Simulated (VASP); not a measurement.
Method: PBE GGA, VASP's PBE PAW potentials (set 64) (plane waves; VASP 6.6.1).

VASP ran on this input.

**POSCAR**
```
Al
4.050
  0.0000000000   0.5000000000   0.5000000000
  0.5000000000   0.0000000000   0.5000000000
  0.5000000000   0.5000000000   0.0000000000
Al
1
Direct
  0.0000000000   0.0000000000   0.0000000000
```

**INCAR**
```
LREAL  =  .FALSE.   ! projection in real space or not
PREC  =  Accurate
ISIF  =  2
LWAVE  =  .FALSE.
ISMEAR  =  -5
ENCUT  =  400
NELM  =  100   ! most electronic steps
LCHARG  =  .FALSE.
SYSTEM  =  Al
ALGO  =  Normal   ! blocked Davidson
GGA  =  PE
EDIFF  =  1E-6
LASPH  =  .TRUE.
```

File KPOINTS:
```
Automatic mesh
0
Gamma
14 14 14
0 0 0
```

POTCAR, in this order: Al (PBE.64 set). Program: vasp_std.

Task: Predict the energy per atom (σ→0), band gap (on the k-mesh).

Result: 
```
Item                                                         Value
------------------------  ----------------------------------------
energy per atom (σ→0)                               -3.740 eV/atom
band gap (on the k-mesh)  none (metal, semimetal or under 0.01 eV)
```

**OSZICAR**
```
...
DAV:   4    -0.376230894010E+01   -0.29418E-04   -0.29309E-04  1440   0.125E-01
DAV:   5    -0.376230912814E+01   -0.18804E-06   -0.18485E-06  1400   0.764E-03    0.131E+00
DAV:   6    -0.374928742156E+01    0.13022E-01   -0.17084E-03  1240   0.310E-01    0.763E-01
DAV:   7    -0.373988227624E+01    0.94051E-02   -0.51749E-03  1255   0.503E-01    0.147E-01
DAV:   8    -0.373988583280E+01   -0.35566E-05   -0.24959E-05  1290   0.532E-02    0.724E-03
DAV:   9    -0.373988834213E+01   -0.25093E-05   -0.11291E-06  1280   0.723E-03    0.117E-03
DAV:  10    -0.373988802101E+01    0.32113E-06   -0.56535E-09   765   0.813E-04
   1 F= -.37398880E+01 E0= -.37398880E+01  d E =0.000000E+00
```

The compound is Al in the fcc structure. The cell was not relaxed at this level. The run is one of a series of settings (ISMEAR = -5, SIGMA removed against the base run), some of them coarse on purpose.
